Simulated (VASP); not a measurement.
A convergence study with VASP on HgTe (zinc blende): a few settings are varied, all else stays as given below, so the limit is that of these other settings. The cell's lengths are 1 % over those of the tabulated start and one atom is moved, so it is off equilibrium.

```yaml
crystal:
  lattice:
    - [0.00000, 3.26230, 3.26230]
    - [3.26230, 0.00000, 3.26230]
    - [3.26230, 3.26230, 0.00000]
  atoms:
    - { symbol: Hg, position: [0.00000, 0.00000, 0.00000] }
    - { symbol: Te, position: [0.24071, 0.25929, 0.25929] }
```

These are LDA (Ceperley-Alder, Perdew-Zunger), VASP's LDA PAW potentials (set 64) (plane waves; VASP) values and carry that method's errors. The last row used: ADDGRID = .TRUE., 500 eV cut-off, 8×8×8 Γ-centred mesh, Gaussian smearing of 0.050 eV, potentials Hg Te.

```
setting                                         E (eV/atom)  pressure (GPa)  largest force (eV/Å)  plane waves
----------------------------------------------  -----------  --------------  --------------------  -----------
ADDGRID = unset, ENCUT = 200, PREC = Low            -2.4596           -9.58                 0.194          459
ADDGRID = unset, ENCUT = 200, PREC = Normal         -2.4599           -9.58                 0.193          459
ADDGRID = .TRUE., ENCUT = 200, PREC = Normal        -2.4598           -9.58                 0.193          459
ADDGRID = unset, ENCUT = 200, PREC = Accurate       -2.4578           -9.63                 0.193          459
ADDGRID = .TRUE., ENCUT = 200, PREC = Accurate      -2.4578           -9.63                 0.193          459
ADDGRID = unset, ENCUT = 300, PREC = Low            -2.5087           -1.74                 0.201          869
ADDGRID = unset, ENCUT = 300, PREC = Normal         -2.5089           -1.74                 0.200          869
ADDGRID = .TRUE., ENCUT = 300, PREC = Normal        -2.5089           -1.74                 0.200          869
ADDGRID = unset, ENCUT = 300, PREC = Accurate       -2.5089           -1.74                 0.200          869
ADDGRID = .TRUE., ENCUT = 300, PREC = Accurate      -2.5089           -1.74                 0.200          869
ADDGRID = unset, ENCUT = 400, PREC = Low            -2.5089           -1.50                 0.202         1283
ADDGRID = unset, ENCUT = 400, PREC = Normal         -2.5092           -1.50                 0.200         1283
ADDGRID = .TRUE., ENCUT = 400, PREC = Normal        -2.5092           -1.50                 0.201         1283
ADDGRID = unset, ENCUT = 400, PREC = Accurate       -2.5092           -1.50                 0.201         1283
ADDGRID = .TRUE., ENCUT = 400, PREC = Accurate      -2.5092           -1.50                 0.201         1283
ADDGRID = unset, ENCUT = 500, PREC = Low            -2.5093           -1.49                 0.202         1807
ADDGRID = unset, ENCUT = 500, PREC = Normal         -2.5092           -1.48                 0.201         1807
ADDGRID = .TRUE., ENCUT = 500, PREC = Normal        -2.5092           -1.48                 0.201         1807
ADDGRID = unset, ENCUT = 500, PREC = Accurate       -2.5092           -1.48                 0.200         1807
ADDGRID = .TRUE., ENCUT = 500, PREC = Accurate      -2.5092           -1.48                 0.201         1807
```

Left out are rungs that failed or repeat a setting and relaxations that didn't move; long series are thinned to 24 rows.

The compound is HgTe in the zinc blende structure. The cell was not relaxed at this level, it is distorted from the ideal structure.
